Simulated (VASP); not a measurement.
Given:

```
CELL_PARAMETERS angstrom
      2.60831     0.00000     0.00000
     -1.30416     2.25887     0.00000
      0.00000     0.00000     2.54558
ATOMIC_POSITIONS crystal
  Cu 0.00000 0.00000 0.00000
  N  0.66667 0.33333 0.50000
```

These are PBE GGA, VASP's PBE PAW potentials (set 64) (plane waves; VASP) values and carry that method's errors. Run with 400 eV cut-off, 14×14×13 Γ-centred mesh, Fermi-Dirac smearing of 0.050 eV, potentials Cu N.

### Question
Give the energies of bands 2 to 10 at the high-symmetry points, in eV from the Fermi level.

### Answer

```tsv
band	Γ	M	K	A	L	H
2	-5.61	-9.45	-8.13	-10.40	-8.10	-8.17
3	-5.41	-5.68	-7.19	-4.85	-7.33	-7.85
4	-5.41	-5.31	-5.59	-4.85	-6.13	-5.17
5	-3.46	-3.64	-4.02	-4.29	-3.43	-4.18
6	-3.46	-3.60	-3.44	-4.29	-3.08	-3.02
7	-2.19	-2.38	-3.00	-2.80	-2.85	-2.14
8	0.93	-1.95	-2.82	0.97	-1.33	-1.11
9	0.93	1.45	1.87	0.97	1.72	0.88
10	5.64	8.30	11.11	10.36	4.86	5.29
```

It has no gap at this level: it comes out as a metal or semimetal.

The structure was generated: CuN was put into an ordered model structure, which need not be its known phase. The cell was not relaxed at this level.
